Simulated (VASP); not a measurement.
# NiC6 (Pm-3m) in VASP: notebook

Runs on NiC6. Level: PBE. Tasks: single point.

Program: VASP 6.6.1. These are calculated values, not measurements. Logs are shortened: lines on timing, memory, paths and dates and some standing lists are left out, and cuts for length are marked.

**1. The cell of the first run**

It takes space group Pm-3m (No. 221, cubic). The conventional cell has a = 4.440 Å, b = 4.440 Å, c = 4.440 Å, α = 90.00°, β = 90.00°, γ = 90.00°. Ni (site symmetry m-3m) is surrounded by 24 C at 3.26 Å. C (site symmetry 4mm) has 5 C at 1.79 to 1.87 Å as nearest neighbours.

The cell was built by a generator and needn't be a form met in nature.

**2. Single point, PBE, collinear spin, typed start (species swapped into the CaB6 type (Pm-3m, No. 221))**

The input, INCAR:

```
PREC     = Accurate       # precision mode
ENCUT    = 520            # plane-wave cutoff, eV
EDIFF    = 1E-6           # SCF threshold, eV
ISMEAR   = 0              # smearing method
SIGMA    = 0.1            # smearing width, eV
LREAL    = False          # projectors in reciprocal space
LASPH    = True           # aspherical terms in the spheres
NELM     = 150            # most SCF steps
ALGO     = Fast           # electronic algorithm
ISIF     = 2              # what is computed and relaxed
LWAVE    = False          # write WAVECAR
LCHARG   = False          # write CHGCAR
ISPIN    = 2              # spin polarisation
MAGMOM   = 2 0 0 0 0 0 0  # initial moments
LORBIT   = 11             # projections on sites
LMAXMIX  = 4              # l up to which the mixer works
GGA      = PE             # functional
NBANDS   = 30             # bands
```

The input, KPOINTS:

```
regular mesh
0
Gamma
  4 4 4
```

The input, POSCAR:

```
NiC6
1.0
    4.4399676900      0.0000000000      0.0000000000
    0.0000000000      4.4399676900      0.0000000000
    0.0000000000      0.0000000000      4.4399676900
Ni C
1 6
Direct
    0.0000000000      0.0000000000      0.0000000000
    0.2016845000      0.5000000000      0.5000000000
    0.5000000000      0.5000000000      0.7983155000
    0.5000000000      0.5000000000      0.2016845000
    0.5000000000      0.2016845000      0.5000000000
    0.5000000000      0.7983155000      0.5000000000
    0.7983155000      0.5000000000      0.5000000000
```

Potentials or basis: VASP PAW PBE potentials, release 64 (Ni, C).

On the command line:

```
cat potpaw_PBE.64/Ni/POTCAR potpaw_PBE.64/C/POTCAR > POTCAR
mpirun -np 1 vasp_std > vasp.out
```

OUTCAR:

```text
PREC = Accurate
   ENCUT = 520
   EDIFF = 1E-6
   ISMEAR = 0
   LREAL = False
   LASPH = True
   NELM = 150
   ISIF = 2
   ISPIN = 2
   LORBIT = 11
   GGA = PE

 ion  position               nearest neighbor table
   1  0.000  0.000  0.000-
   2  0.202  0.500  0.500-   7 1.79   4 1.87   5 1.87   6 1.87   3 1.87
   3  0.500  0.500  0.798-   4 1.79   2 1.87   5 1.87   6 1.87   7 1.87
   4  0.500  0.500  0.202-   3 1.79   2 1.87   5 1.87   6 1.87   7 1.87
   5  0.500  0.202  0.500-   6 1.79   3 1.87   4 1.87   2 1.87   7 1.87
   6  0.500  0.798  0.500-   5 1.79   3 1.87   4 1.87   2 1.87   7 1.87
   7  0.798  0.500  0.500-   2 1.79   3 1.87   4 1.87   5 1.87   6 1.87

  LATTYP: Found a simple cubic cell.
 ALAT       =     4.4399676900

  Lattice vectors:

 A1 = (   4.4399676900,   0.0000000000,   0.0000000000)
 A2 = (   0.0000000000,   4.4399676900,   0.0000000000)
 A3 = (   0.0000000000,   0.0000000000,   4.4399676900)

Analysis of symmetry for initial positions (statically):
=====================================================================
 Subroutine PRICEL returns:
 Original cell was already a primitive cell.

 Routine SETGRP: Setting up the symmetry group for a
 simple cubic supercell.

 Subroutine GETGRP returns: Found 48 space group operations
 (whereof 48 operations were pure point group operations)
 out of a pool of 48 trial point group operations.

The static configuration has the point symmetry O_h .

Analysis of symmetry for dynamics (positions and initial velocities):
=====================================================================
 Subroutine PRICEL returns:
 Original cell was already a primitive cell.

 Routine SETGRP: Setting up the symmetry group for a
 simple cubic supercell.

 Subroutine GETGRP returns: Found 48 space group operations
 (whereof 48 operations were pure point group operations)
 out of a pool of 48 trial point group operations.

The dynamic configuration has the point symmetry O_h .

Analysis of structural, dynamic, and magnetic symmetry:
=====================================================================
 Subroutine PRICEL returns:
 Original cell was already a primitive cell.

 Routine SETGRP: Setting up the symmetry group for a
 simple cubic supercell.

 Subroutine GETGRP returns: Found 48 space group operations
 (whereof 48 operations were pure point group operations)
 out of a pool of 48 trial point group operations.

The overall configuration has the point symmetry O_h .

 Subroutine INISYM returns: Found 48 space group operations
 (whereof 48 operations are pure point group operations),
 and found     1 'primitive' translations

----------------------------------------------------------------------------------------

                                     Primitive cell

  volume of cell :      87.5265

  direct lattice vectors                    reciprocal lattice vectors
     4.439967690  0.000000000  0.000000000     0.225226864  0.000000000  0.000000000
     0.000000000  4.439967690  0.000000000     0.000000000  0.225226864  0.000000000
     0.000000000  0.000000000  4.439967690     0.000000000  0.000000000  0.225226864

  length of vectors
     4.439967690  4.439967690  4.439967690     0.225226864  0.225226864  0.225226864

  position of ions in fractional coordinates (direct lattice)
     0.000000000  0.000000000  0.000000000
     0.201684500  0.500000000  0.500000000
     0.500000000  0.500000000  0.798315500
     0.500000000  0.500000000  0.201684500
     0.500000000  0.201684500  0.500000000
     0.500000000  0.798315500  0.500000000
     0.798315500  0.500000000  0.500000000

  ion indices of the primitive-cell ions
   primitive index   ion index
                 1           1
                 2           2
                 3           3
                 4           4
                 5           5
                 6           6
                 7           7

[... 34 lines left out ...]
  0.250000  0.250000  0.250000      8.000000
  0.500000  0.250000  0.250000     12.000000
  0.500000  0.500000  0.250000      6.000000
  0.500000  0.500000  0.500000      1.000000
   k-points           NKPTS =     10   k-points in BZ     NKDIM =     10   number of bands    NBANDS=     30
   number of dos      NEDOS =    301   number of ions     NIONS =      7
   total plane-waves  NPLWV =  46656
   dimension x,y,z NGX =    36 NGY =   36 NGZ =   36
   dimension x,y,z NGXF=    72 NGYF=   72 NGZF=   72
   ions per type =               1   6
   NGX,Y,Z   is equivalent  to a cutoff of  13.48, 13.48, 13.48 a.u.
   NGXF,Y,Z  is equivalent  to a cutoff of  26.96, 26.96, 26.96 a.u.
 SYSTEM =  unknown system
   PREC   = accura    normal or accurate (medium, high low for compatibility)
   ISTART =      0    job   : 0-new  1-cont  2-samecut
   ICHARG =      2    charge: 1-file 2-atom 10-const
   ISPIN  =      2    spin polarized calculation?
   LNONCOLLINEAR =      F non collinear calculations
   LSORBIT =      F    spin-orbit coupling
   LASPH  =      T    aspherical Exc in radial PAW
   ENCUT  =  520.0 eV  38.22 Ry    6.18 a.u.   8.26  8.26  8.26*2*pi/ulx,y,z
   NELM   =    150;   NELMIN=  2; NELMDL= -5     # of ELM steps
   EDIFF  = 0.1E-05   stopping-criterion for ELM
   LREAL  =      F    real-space projection
   EDIFFG = 0.1E-04   stopping-criterion for IOM
   NSW    =      0    number of steps for IOM
   IBRION =     -1    ionic relax: 0-MD 1-quasi-New 2-CG
   NFREE  =      0    steps in history (QN), initial steepest desc. (CG)
   ISIF   =      2    stress and relaxation
   ISYM   =      2    0-nonsym 1-usesym 2-fastsym
   POTIM  = 0.5000    time-step for ionic-motion
   TEBEG  =    0.0;   TEEND  =   0.0 temperature during run
   PSTRESS=    0.0 pullay stress
   NELECT =      34.0000    total number of electrons
   NUPDOWN=      -1.0000    fix difference up-down
   EMIN   =  10.00;   EMAX   =-10.00  energy-range for DOS
   EFERMI =   0.00;   METHOD = LEGACY
   ISMEAR =     0;   SIGMA  =   0.10  broadening in eV -4-tet -1-fermi 0-gaus
   EFERMI_NEDOS =   21; number of points for ismear=-14 and -15
   IALGO  =     68    algorithm
   IMIX   =      4    mixing-type and parameters
     AMIX     =   0.40;   BMIX     =  1.00
     AMIX_MAG =   1.60;   BMIX_MAG =  1.00
  volume/ion in A,a.u.               =      12.50        84.38
  Fermi-wavevector in a.u.,A,eV,Ry     =   1.194505  2.257287 19.413369  1.426842
  Thomas-Fermi vector in A             =   2.330493
   LORBIT       =     11    0 simple, 1 ext, 2 COOP (PROOUT), +10 PAW based schemes
   GGA     = PE    functional components
   LHFCALC =     F    Hartree Fock is set to
   AEXX    =    0.0000 exact exchange contribution
   IVDW    =     0    specifies the selected vdW correction
   LEPSILON=     F    determine dielectric tensor
   LRPA    =     F    only Hartree local field effects (RPA)
 spin polarized calculation
 RMM-DIIS sequential band-by-band and
 Gauss-broadening in eV      SIGMA  =   0.10
  energy-cutoff  :      520.00
  volume of cell :       87.53
 maximum number of plane-waves:      2373
 NGX is ok and might be reduce to    36
   NGX = 17   NGY = 17   NGZ = 17

 number of electron      33.9999993 magnetization       0.2533836

 Free energy of the ion-electron system (eV)
  ---------------------------------------------------
  ext. energy  EPLUGINS =         0.00000000
  ---------------------------------------------------
  free energy    TOTEN  =       -36.79911636 eV

  energy without entropy =      -36.76423997  energy(sigma->0) =      -36.78167817

 E-fermi :   3.8677     XC(G=0):  -9.8783

 val. band max:        3.8601506163   @ k =   0.0000   0.0000   0.0000
 cond. band min:       3.8958686591   @ k =   0.0000   0.0000   0.0000
 fundamental gap:      0.0357180428
 Fermi energy:         3.8677412679

 spin component 1

 k-point     1 :       0.0000    0.0000    0.0000
  band No.  band energies     occupation
      1     -14.9021      1.00000
      2      -7.3522      1.00000
      3      -7.3522      1.00000
      4      -7.3522      1.00000
      5      -6.8406      1.00000
      6      -6.8406      1.00000
[... 309 lines left out ...]
     28       9.5188      0.00000
     29       9.6398      0.00000
 Fermi energy:         3.8677412679

 spin component 2

 k-point     1 :       0.0000    0.0000    0.0000
  band No.  band energies     occupation
      1     -14.9668      1.00000
      2      -7.4344      1.00000
      3      -7.4344      1.00000
      4      -7.4344      1.00000
      5      -6.9314      1.00000
      6      -6.9314      1.00000
[... 309 lines left out ...]
     28       9.4691      0.00000
     29       9.5437      0.00000
 [bands above 29 left out]

------------------------ aborting loop because EDIFF is reached ----------------------------------------

  FORCE on cell =-STRESS in cart. coord.  units (eV):
  Direction    XX          YY          ZZ          XY          YZ          ZX
  --------------------------------------------------------------------------------------
  -------------------------------------------------------------------------------------
  Total      -13.6942481    -13.6942481    -13.6942481      0.0000000     -0.0000000      0.0000000
  in kB     -250.6740312   -250.6740312   -250.6740312      0.0000000     -0.0000000      0.0000000
  external PRESSURE =    -250.6740312 kB  Pullay stress =       0.0000000 kB

 VOLUME and BASIS-vectors are now :
 -----------------------------------------------------------------------------
  energy-cutoff  :      520.00
  volume of cell :       87.53
      direct lattice vectors                 reciprocal lattice vectors
     4.439967690  0.000000000  0.000000000     0.225226864  0.000000000  0.000000000
     0.000000000  4.439967690  0.000000000     0.000000000  0.225226864  0.000000000
     0.000000000  0.000000000  4.439967690     0.000000000  0.000000000  0.225226864

 POSITION                                       TOTAL-FORCE (eV/Angst)
 -----------------------------------------------------------------------------------
      0.00000      0.00000      0.00000         0.000000     -0.000000     -0.000000
      0.89547      2.21998      2.21998        -0.740356     -0.000000     -0.000000
      2.21998      2.21998      3.54450        -0.000000      0.000000      0.740356
      2.21998      2.21998      0.89547         0.000000     -0.000000     -0.740356
      2.21998      0.89547      2.21998        -0.000000     -0.740356     -0.000000
      2.21998      3.54450      2.21998         0.000000      0.740356      0.000000
      3.54450      2.21998      2.21998         0.740356      0.000000      0.000000
 -----------------------------------------------------------------------------------
    total drift:                                0.000000      0.000000     -0.000000

  FREE ENERGIE OF THE ION-ELECTRON SYSTEM (eV)
  ---------------------------------------------------
  free  energy   TOTEN  =       -36.7991163633 eV

  energy  without entropy=      -36.7642399702  energy(sigma->0) =      -36.78167817

 total charge

# of ion       s       p       d       tot
------------------------------------------
    1        0.228   0.040   8.501   8.770
    2        0.925   1.197   0.000   2.122
    3        0.925   1.197   0.000   2.122
    4        0.925   1.197   0.000   2.122
    5        0.925   1.197   0.000   2.122
    6        0.925   1.197   0.000   2.122
    7        0.925   1.197   0.000   2.122
--------------------------------------------------
tot          5.776   7.222   8.501  21.499

 magnetization (x)

# of ion       s       p       d       tot
------------------------------------------
    1       -0.016  -0.000   0.658   0.642
    2       -0.011  -0.023   0.000  -0.034
    3       -0.011  -0.023   0.000  -0.034
    4       -0.011  -0.023   0.000  -0.034
    5       -0.011  -0.023   0.000  -0.034
    6       -0.011  -0.023   0.000  -0.034
    7       -0.011  -0.023   0.000  -0.034
--------------------------------------------------
tot         -0.081  -0.141   0.658   0.436
```

Wall time 4.4 min (1 thread of Intel Xeon Platinum 8259CL at 2.50GHz (Skylake/Cascade Lake), shared host); peak memory 0.25 GiB.

What came out:

- Free energy: -36.7991 eV
- Pressure: -25.1 GPa
- Largest force: 0.740 eV/Å
- Band gap on the k mesh: none (metal or under the smearing width)
- Net moment: 0.25 μB per cell
- Site moments: Ni +0.64; C -0.03 μB
- Valence electrons inside the program's atomic spheres: Ni 8.77; C 2.12

Forces in eV/Å, atoms in the order of the input:
```
Ni   0.000  0.000  0.000
C   -0.740  0.000  0.000
C    0.000  0.000  0.740
C    0.000  0.000 -0.740
C    0.000 -0.740  0.000
C    0.000  0.740  0.000
C    0.740  0.000  0.000
```

Levels at points of the mesh, in eV from the Fermi level:
Spin up:
```csv
k point,band 14,band 15,band 16,band 17,band 18,band 19,band 20,band 21
"(0.00, 0.00, 0.00)",-0.86,-0.86,-0.70,-0.70,-0.70,-0.01,0.91,0.91
"(0.50, 0.00, 0.00)",-1.02,-1.02,-0.86,-0.78,-0.38,0.25,0.25,3.48
"(0.50, 0.50, 0.00)",-0.98,-0.64,-0.64,-0.54,-0.54,-0.25,1.21,2.67
"(0.50, 0.50, 0.50)",-0.95,-0.75,-0.75,-0.75,0.20,0.73,2.50,2.50
```
Spin down:
| k point | band 14 | band 15 | band 16 | band 17 | band 18 | band 19 | band 20 | band 21 |
| --- | --- | --- | --- | --- | --- | --- | --- | --- |
| (0.00, 0.00, 0.00) | -0.28 | -0.28 | -0.28 | -0.22 | -0.22 | 0.03 | 0.80 | 0.80 |
| (0.50, 0.00, 0.00) | -0.79 | -0.79 | -0.36 | -0.05 | 0.26 | 0.33 | 0.33 | 3.36 |
| (0.50, 0.50, 0.00) | -0.64 | -0.22 | -0.22 | -0.12 | -0.08 | -0.05 | 1.27 | 2.55 |
| (0.50, 0.50, 0.50) | -0.33 | -0.33 | -0.04 | -0.04 | 0.26 | 0.65 | 2.39 | 2.39 |

Caveat: so large a pressure means that the cell lies far from this level's equilibrium, or that cutoff or potentials fall short.

**3. Single point, PBE (the structure that the rattled cell fell into)**

The input, INCAR:

```
  PREC = Accurate
  ENCUT = 520
  EDIFF = 1E-6
  ISMEAR = 0
  SIGMA = 0.1
  LREAL = False
  LASPH = True
  NELM = 100
  ALGO = Normal
  ISIF = 2
  LWAVE = False
  LCHARG = True
  GGA = PE
  LELF = True
  LVHAR = True
  NBANDS = 26
```

The input, KPOINTS:

```
Automatic mesh
0
Gamma
  6 6 4
```

The input, POSCAR:

```
NiC6
1.0
    3.6798250344      0.0000000000      0.0000000000
   -0.5919492290      3.7117207158      0.0000000000
   -1.3749467461     -0.5240639552      4.1464247035
Ni C
1 6
Direct
    0.7380268108      0.0615426076      0.9591521461
    0.5202657361      0.5092854043      0.9114912789
    0.4512926077      0.7945628001      0.4451725183
    0.5258921131      0.1757986781      0.5048191820
    0.8381712831      0.3513650113      0.3792004300
    0.2755277107      0.4554623744      0.5634073261
    0.6508237385      0.6519831240      0.2367571187
```

Potentials or basis: VASP PAW PBE potentials, release 64 (Ni, C).

On the command line:

```
cat potpaw_PBE.64/Ni/POTCAR potpaw_PBE.64/C/POTCAR > POTCAR
mpirun -np 1 vasp_std > vasp.out
```

It took 1.8 min on 1 thread of Intel Xeon Platinum 8259CL at 2.50GHz (Skylake/Cascade Lake), shared host; peak memory 0.23 GiB.

Results (log left out):

```yaml
Free_energy: -54.2216 eV
Pressure: 6.1 GPa
Largest_force: 0.632 eV/Å
Band_gap_on_the_k_mesh: 1.07 eV, indirect (least direct gap 1.51 eV)
```

Forces on the atoms (eV/Å):
```
Ni  -0.016  0.018  0.090
C   -0.080 -0.581  0.233
C    0.140  0.011  0.170
C    0.016 -0.051 -0.160
C    0.073 -0.099 -0.066
C   -0.024  0.284 -0.137
C   -0.108  0.419 -0.129
```

Stress tensor (GPa, compression positive):
```
 7.76 -0.27 -6.07
-0.27  3.36 -1.77
-6.07 -1.77  7.20
```

Levels at points of the mesh, in eV from the valence-band top:
```tsv
k point	band 13	band 14	band 15	band 16	band 17	band 18	band 19	band 20	band 21	band 22
(0.00, 0.00, 0.00)	-2.90	-1.97	-1.22	-1.00	-0.46	1.33	2.61	3.21	4.07	5.46
(0.50, 0.00, 0.00)	-2.65	-1.88	-1.21	-0.82	-0.42	1.76	2.58	3.37	4.36	6.81
(0.00, 0.50, 0.00)	-2.37	-1.59	-1.46	-1.29	-1.08	1.75	2.65	3.77	4.85	6.08
(0.50, 0.50, 0.00)	-2.11	-1.32	-1.22	-1.05	-0.88	1.11	2.38	3.63	6.13	7.39
(0.00, 0.00, 0.50)	-2.52	-1.89	-1.42	-1.07	-0.80	1.07	2.40	3.44	4.70	5.27
(0.50, 0.00, 0.50)	-2.01	-1.62	-1.34	-0.69	-0.13	1.79	1.97	3.60	5.34	6.21
(0.00, 0.50, 0.50)	-2.65	-1.80	-1.51	-1.23	-0.65	1.69	2.17	2.42	6.03	6.56
(0.50, 0.50, 0.50)	-2.29	-1.80	-1.27	-1.02	-0.72	1.75	2.39	3.26	4.17	6.93
```
